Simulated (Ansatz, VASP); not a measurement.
# MgO (Periclase): VASP beside Ansatz, part 2 of 2

Wanted: the spread between two codes on one cell, functional and k mesh. The cell is taken from a series of runs on this material, whose earlier steps may have relaxed, scaled, displaced or heated it; both programs get it as it stands.

VASP 6.6.1 and Ansatz 0.2.0.

So far: The starting structure; VASP: zone-centre phonons, PBEsol.

**3. Ansatz: zone-centre phonons, PBEsol**

Level of this step: Ansatz beside VASP: Kohn-Sham DFT, plane waves, PBEsol (Ansatz).

Ansatz runs on its default PAW (the set named soft_2) files.

The same cell, functional and mesh now go to Ansatz.

Input file input.yaml:

```yaml
crystal:
  lattice:
    - [0.0, 2.1071057379, 2.1071057379]
    - [2.1071057379, 0.0, 2.1071057379]
    - [2.1071057379, 2.1071057379, 0.0]
  atoms:
    - { symbol: Mg, position: [0.0, 0.0, 0.0] }
    - { symbol: O, position: [0.5, 0.5, 0.5] }
kpoints:
  mp_grid: { grid: [12, 12, 12] }
hamiltonian:
  xc: pbesol
scf:
  occupations: { method: fixed }
output:
  eigenvalues: true
phonons:
  method: dfpt
  qmesh: [2, 2, 2]
  temperatures: { t_max: 1000, t_step: 50 }
  qpath:
    path:
      - [[0.0, 0.0, 0.0], [0.5, 0.0, 0.5], [0.625, 0.25, 0.625]]
      - [[0.375, 0.375, 0.75], [0.0, 0.0, 0.0], [0.5, 0.5, 0.5], [0.5, 0.25, 0.75], [0.5, 0.0, 0.5]]
    npoints: 10
basis:
  ecutwfc: 360
```

Run with:

```bash
> ansatz run input.yaml --threads 4 --pin off --max-ram 7168MiB --backend cpu --events-out ev --progress --plain --runs-dir out
```

Numbers of over 12 decimals in the logs are rounded to 6 here.

What it wrote:

```text
Warning: basis.ecutwfc = 360 eV is below the records' recommended 420 eV, and the density's cutoff is lower with it unless basis.ecutrho_ratio is high enough to keep the records' density cutoff: compare with a run at a higher cutoff
Engine: ansatz 0.2.0, aarch64-unknown-linux-gnu
Pseudopotentials: kind: paw
Pseudopotential: Mg, paw, valence charge 10, recommended cutoff 420 eV (normal), Mg.paw.azcp
Pseudopotential: O, paw, valence charge 6, recommended cutoff 420 eV (normal), O.paw.azcp
Functional definition: PBEsol
  exchange = pbesol_x
  correlation = pbesol_c
Crystal: 2 atoms, lattice volume = 18.711 Å³
Basis set: ecut = 360 eV, 283 PW (Γ), exchange–correlation on 40×40×40 points (8 copies of the dense FFT grid, shifted against one another)
Bands: 12, of which v1, the nominal top of the filled ones, is band 8 counted from 1 (7 counted from 0)
Symmetry: 48 space group operations
k-points: 72 of 1728
Non-local potential: Mg, projectors of the file, l = 0: 3, l = 1: 2, l = 2: 1
Non-local potential: O, projectors of the file, l = 0: 2, l = 1: 2, l = 2: 1
PAW form: soft (Blöchl's): semilocal exchange-correlation on the pseudo side does not see the compensation charge
PAW frozen core: Mg, regenerated for the run's functional, and the local potential with it (the file was generated under x = pbe(κ = 0.804, μ = 0.219515), c = pbe(β = 0.066725))
PAW frozen core: O, regenerated for the run's functional, and the local potential with it (the file was generated under x = pbe(κ = 0.804, μ = 0.219515), c = pbe(β = 0.066725))
PAW one-centre angular grid: Mg, 110 points (default); XC on 64 Gauss nodes
PAW one-centre angular grid: O, 110 points (default); XC on 64 Gauss nodes
Initial density: superposition of atomic densities (neutral atoms: chi_scale 0, normalization atom), corrected by the library's trained network
Initial wavefunctions: pseudopotential atomic-orbital guess
Functional: x = pbesol(κ = 0.804, μ = 0.123457), c = pbesol(β = 0.046)
SCF iter   1: F=—  HF=-2475.823690 eV  |F-HF|=—  |Δ(HF+E_count)|=         —  Δρ=1.68e-2  dr2=3.74e-2  ethr=1.77e-3  ⟨swp⟩=4.6  Hψ=4499  notcnv=0  defer=130
preconditioner: auto → none  [insulator: Δε(μ)=4.477 eV  Ē_g=18.271 eV  n_scr=8 (ndim 8)  ℏωp=24.3 eV  f_vac=0.000  ε∞_Penn≈2.8]
SCF iter   2: F=—  HF=-2475.814734 eV  |F-HF|=—  |Δ(HF+E_count)|=   8.96e-3  Δρ=7.57e-3  dr2=7.58e-3  ethr=2.34e-4  ⟨swp⟩=2.0  Hψ=1806  notcnv=0  defer=142
SCF iter   3: F=—  HF=-2475.812534 eV  |F-HF|=—  |Δ(HF+E_count)|=   2.20e-3  Δρ=1.31e-3  dr2=7.21e-5  ethr=4.74e-5  ⟨swp⟩=2.0  Hψ=1204  notcnv=0  defer=142
SCF iter   4: F=—  HF=-2475.812619 eV  |F-HF|=—  |Δ(HF+E_count)|=   8.46e-5  Δρ=2.82e-4  dr2=2.71e-6  ethr=4.51e-7  ⟨swp⟩=2.0  Hψ=1546  notcnv=0  defer=137
SCF iter   5: F=—  HF=-2475.812628 eV  |F-HF|=—  |Δ(HF+E_count)|=   9.47e-6  Δρ=1.95e-5  dr2=2.44e-8  ethr=1.69e-8  ⟨swp⟩=2.0  Hψ=1152  notcnv=0  defer=1
SCF iter   6: F=—  HF=-2475.812628 eV  |F-HF|=—  |Δ(HF+E_count)|=   1.41e-7  Δρ=2.65e-6  dr2=2.93e-10  ethr=1.53e-10  ⟨swp⟩=2.3  Hψ=1236  notcnv=0
SCF iter   7: F=-2475.812628 eV  HF=-2475.812628 eV  |F-HF|=5.46e-12  |Δ(HF+E_count)|=  1.40e-10  Δρ=3.12e-7  dr2=5.74e-12  ethr=1.00e-12  ⟨swp⟩=6.8  Hψ=4479  notcnv=0
SCF 1 converged in 7 iterations: F = -2475.812628 eV  dr2 = 5.74e-12
  greatest PAW one-centre occupation: 1.000 electrons in one spin orbital (limit 2), on the Mg atom at site 0 (counted from 0), in its partial waves of l = 0
k-points: 163 of 1728 (irreducible under 8 space group operations, time reversal used)
Initial density: read from a saved state, or passed on in memory by an earlier SCF of this step, an earlier step, the calling program or the single point that the run made first
iter 1 solved again at ethr=2.61e-8 eV; its pass at ethr=3.10e-3 eV (dr2=4.18e-6 eV) is discarded
SCF iter   1: F=—  HF=-2475.812627 eV  |F-HF|=—  |Δ(HF+E_count)|=         —  Δρ=3.21e-7  dr2=6.96e-12  ethr=2.61e-8  ⟨swp⟩=3.9  Hψ=16072  notcnv=0  defer=321
eigensolver tolerance schedule: the retry pair's looser diagonalisation over-reported the residual by 601350.21 of it (diagonalisation noise at an unbounded share of the residual, at the tolerance the schedule requests for it); recorded, not acted on — ethr = c·dr2/N_el stays at c = 1.0e-1
preconditioner: auto → none  [insulator: Δε(μ)=4.608 eV  Ē_g=18.385 eV  n_scr=8 (ndim 8)  ℏωp=24.3 eV  f_vac=0.000  ε∞_Penn≈2.7]
SCF iter   2: F=—  HF=-2475.812628 eV  |F-HF|=—  |Δ(HF+E_count)|=   6.50e-7  Δρ=1.55e-7  dr2=3.03e-12  ethr=1.00e-12  ⟨swp⟩=5.6  Hψ=8183  notcnv=0
SCF iter   3: F=-2475.812628 eV  HF=-2475.812628 eV  |F-HF|=4.55e-13  |Δ(HF+E_count)|=  1.36e-12  Δρ=7.25e-8  dr2=2.89e-13  ethr=1.00e-12  ⟨swp⟩=1.0  Hψ=4564  notcnv=0
SCF 2 converged in 3 iterations: F = -2475.812628 eV  dr2 = 2.89e-13
NSCF: frozen V_eff on 1 k-points
DFPT response loops at Γ: preconditioner auto → none (the input reference at scf.mixing.eps_inf says where Resta's filter doesn't serve); β = 0.50; Broyden in place of MSR1
NSCF: frozen V_eff on 72 k-points
NSCF: frozen V_eff on 163 k-points
DFPT response loops at q = (0, 0, 0) (fractional): mixed as the last ones told, above
NSCF: frozen V_eff on 952 k-points
DFPT response loops at q = (0, 0, -0.5) (fractional): mixed as the last ones told, above
NSCF: frozen V_eff on 560 k-points
DFPT response loops at q = (0, -0.5, -0.5) (fractional): mixed as the last ones told, above
SCF converged after 7 iterations
Free energy (F): -2475.812628 eV
Harris-Foulkes:  -2475.812628 eV  (|F-HF|=5.46e-12)
Internal energy: -2475.812628 eV  (E = F + TS)
E sigma→0 (E₀):  -2475.812628 eV
Fermi energy:    7.997027 eV
--- Per-component energies (eV) ---
  E_band       = -292.499535
  E_kinetic    = 255.695884
  E_local      = -1601.914362  (includes V_loc(G=0)·N_el)
  E_nonlocal   = 143.090050
  E_hartree    = 552.937161
  E_xc         = -104.092703
  E_vxc        = -134.127238  (∫ρ·V_xc dr)
  E_paw        = -432.916766  (= ΣΔE_a)
  E_vpaw       = -61.121237  (= ΣTr[D̂ρ^β])
  E_aug_tail   = 0.003003  (compensation charges beyond the density's cutoff)
  E_ewald      = -1288.709045
  E_core_change = 0.094150  (= ΣΔE_core)
  E_smearing   = -0.000000  (= −TS)
  E_closure    = 0.000000  (closes the sum)
  Σ components = -2475.812628   (vs F -2475.812628, Δ=0.00e0)
--- Band table (eV; the first three rows and the last of 72) ---
  k-point 0: bands = [... 4 lower, -9.2030, 7.9970, 7.9970, 7.9970, 12.6051, 23.6639, 23.6639, 23.6639]
  k-point 1: bands = [... 4 lower, -9.1257, 7.5095, 7.9451, 7.9451, 13.0657, 22.6787, 23.8321, 23.8321]
  k-point 2: bands = [... 4 lower, -8.9067, 6.4619, 7.8161, 7.8161, 14.0345, 21.2968, 24.2302, 24.2302]
  k-point 71: bands = [... 4 lower, -7.5713, 5.0194, 5.0194, 6.2110, 19.4944, 19.4944, 20.0537, 23.3723]
--- Phonons (Γ-DFPT): 2 representative perturbations + reference (Σ response iterations 7) ---
  ASR residual: 1.852e-4 → 0.000e0 eV/Å²; symmetrization residual: 1.634e-7 eV/Å²
  ASR residual per site (eV/Å²): 1.85e-4 1.00e-4
  Γ frequencies (cm⁻¹): 0.00 0.00 0.00 389.91 389.91 389.91
  Unit cell's response to a homogeneous field, on a k mesh of 12×12×12: 1 representative field direction (Σ response iterations 6)
  ε∞ (high-frequency dielectric tensor):
        3.245925    -0.000000     0.000000
        0.000000     3.245925    -0.000000
        0.000000     0.000000     3.245925
  ε⁰ (static dielectric tensor): not given — the deck does not say what the cell's rigid motions are, and on a molecule in a box or a wire the rigid rotations would enter the sum over the modes at Γ. For a crystal or a slab, whose only rigid motions are the translations, set phonons.rigid_motions: translations.
  Born effective charges Z* (e; rows j = field, columns β = displacement):
    site 0:
         1.97990    0.00000   -0.00000
         0.00000    1.97990    0.00000
         0.00000   -0.00000    1.97990
    site 1:
        -1.97990   -0.00000    0.00000
        -0.00000   -1.97990   -0.00000
         0.00000    0.00000   -1.97990
  Z* charge neutrality: 3.109e-6 e pre-enforcement
  k-mesh period / interband length: 35.8 Å / 1.48 Å = 24.17 at k = (0.0000, 0.0000, 0.0000), direct gap 4.608 eV — 14 or more, which is no proof of convergence
  optical modes at Γ without the LO–TO term, one row a degenerate level:
      ω (cm⁻¹)  modes    IR ((D/Å)²/amu)
        389.91      3            28.1208
  optical modes at Γ + LO–TO along q̂ = [1.0000, 0.0000, 0.0000]:
      ω (cm⁻¹)  modes    IR ((D/Å)²/amu)
        389.91      2            18.7472
        693.70      1             9.3736
  optical modes at Γ + LO–TO along q̂ = [0.0000, 1.0000, 0.0000]:
      ω (cm⁻¹)  modes    IR ((D/Å)²/amu)
        389.91      2            18.7472
        693.70      1             9.3736
  optical modes at Γ + LO–TO along q̂ = [0.0000, 0.0000, 1.0000]:
      ω (cm⁻¹)  modes    IR ((D/Å)²/amu)
        389.91      2            18.7472
        693.70      1             9.3736
--- Phonons (arbitrary-q DFPT): 3 irreducible q on the 2×2×2 mesh ---
  q = [0.0000, 0.0000, 0.0000] (star 1, of the zone-centre solve; hermiticity 6.06e-8, symmetrization 9.41e-13): 0.00 0.00 0.00 389.91 389.91 389.91
  q = [0.0000, 0.0000, -0.5000] (star 4, 2 solved perturbations on 476 of 1728 k-point pairs; hermiticity 1.83e-7, symmetrization 9.16e-8): 272.58 272.58 356.10 356.10 538.00 560.59
  q = [0.0000, -0.5000, -0.5000] (star 3, 4 solved perturbations in 886 linear systems a pass and spin channel, the states on 280 of 1728 k-point pairs; hermiticity 8.63e-8, symmetrization 2.38e-9): 285.15 285.15 415.87 440.28 440.28 539.36
  sum rule: each row above includes the acoustic sum rule's correction from the zone centre's row sums; it moved no ω² by more than (1.44 cm⁻¹)²
  mesh force constants: q→R imaginary residual 1.65e-17; ASR residual 1.852e-4 → 0.000e0 eV/Å²; symmetrization residual 8.882e-15 eV/Å²
  interpolated dispersion: 63 rows × 6 modes
  density of states and harmonic sums: on the 26×26×26 q-mesh, interpolated from the force constants of a 2×2×2 supercell (with the dipole–dipole term)
  largest difference from the sums on the solved wave vectors: F 3.45e-2 eV, S 6.75e-5 and C_V 3.17e-5 eV/K
  zero-point energy: 0.144632 eV/cell   skipped modes (ω ≤ 0): 3   left out of the sums: 2.84e-5 of the cell's modes: C_V's classical limit lies that fraction below 3 k_B per atom; for a crystal, a wire or a layer, F and S can be off by more, and a phonons.interpolated_qmesh denser along its periods is the remedy for the sampling
```

**4. Side by side**

Known differences besides the potentials themselves: fixed occupations in Ansatz, narrow Gaussian smearing in VASP; VASP's run holds the zone centre alone; the data sets hold 16 valence electrons in Ansatz (on its default PAW (the set named soft_2) files) and 8 in VASP; the cutoff is 360 eV in Ansatz and 600 eV in VASP; Ansatz makes its cores anew for this functional, VASP keeps those of its PBE data sets; Ansatz's log warns that its cutoff lies below the recommended one. Total energies have different zeros and are not compared.

Compared:

```tsv
quantity	Ansatz	VASP	difference
ε∞ xx	3.25	3.17	+2.46 %
ε∞ yy	3.25	3.17	+2.46 %
ε∞ zz	3.25	3.17	+2.46 %
Born charge of Mg1 (mean of the diagonal) (e)	1.98	1.97	+0.01
Born charge of O2 (mean of the diagonal) (e)	-1.98	-1.97	-0.01
optical mode 1 to 3 (cm⁻¹)	389.9	390.1	-0.04 %
```

Modes are paired by rising frequency, not by their patterns, so a pair may set unlike modes beside each other; they are those without the splitting of longitudinal modes.

**5. Results**

```
r.m.s. difference of the optical zone-centre modes, each program's sorted by frequency (zone-centre phonons, PBEsol) : 0.15 cm⁻¹
difference in ε∞ xx (zone-centre phonons, PBEsol)                                                                    : +2.5 %
```

**Reading.** The r.m.s. difference of the optical zone-centre modes, each program's sorted by frequency is 0.15 cm⁻¹ (zone-centre phonons, PBEsol). The data sets hold unlike numbers of valence electrons (16 in Ansatz and 8 in VASP), so part of the differences comes from the potentials. Among the rows given in per cent, the largest difference of the zone-centre phonons, PBEsol pair is in ε∞ xx, +2.5 %. How closely two codes agree says nothing of how well the functional describes the real material.

[Lines on the potential files, build, host, timing and source positions are cut from VASP's logs without a mark.]

[Logs are printed without paths, hosts, clocks, repeated set-up lines and the standing remarks that a program may print on its own settings, such as how far it seeks lower states.]

[Hosts, paths, dates, database ids (printed as entryN), source tags and the programs' standing remarks are cut or masked in the printed files.]
